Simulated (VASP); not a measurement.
Consider the following.

```
CELL_PARAMETERS angstrom
      4.98371     0.00000     0.00000
      0.00000     3.11328     0.00000
      0.00000     0.00000    25.80054
ATOMIC_POSITIONS crystal
  Al 0.02473 0.00000 0.66402
  Al 0.49263 0.50000 0.64267
  Al 0.00084 0.50000 0.56796
  Al 0.49746 0.00000 0.53579
  Al 0.99746 0.00000 0.46421
  Al 0.50084 0.50000 0.43204
  Al 0.99263 0.50000 0.35733
  Al 0.52473 0.00000 0.33598
  N  0.37701 0.00000 0.67284
  N  0.87453 0.50000 0.63946
  N  0.38071 0.50000 0.56974
  N  0.88009 0.00000 0.53465
  N  0.38009 0.00000 0.46535
  N  0.88071 0.50000 0.43026
  N  0.37453 0.50000 0.36054
  N  0.87701 0.00000 0.32716
```

Computed with PBEsol GGA, VASP's PBE PAW potentials (set 64) (plane waves; VASP 6.6.1). Numerical set-up: PREC = Normal, 450 eV cut-off, 4×7×1 Γ-centred mesh, Gaussian smearing of 0.050 eV, potentials Al N.

What does the run give for the energy per atom (σ→0)?

The energy per atom (σ→0) is -7.548 eV/atom.

The absolute energy has meaning only against runs of the same code, potentials and settings.

The cell is a thin slab with vacuum, built from AlN (wurtzite): (100) face.
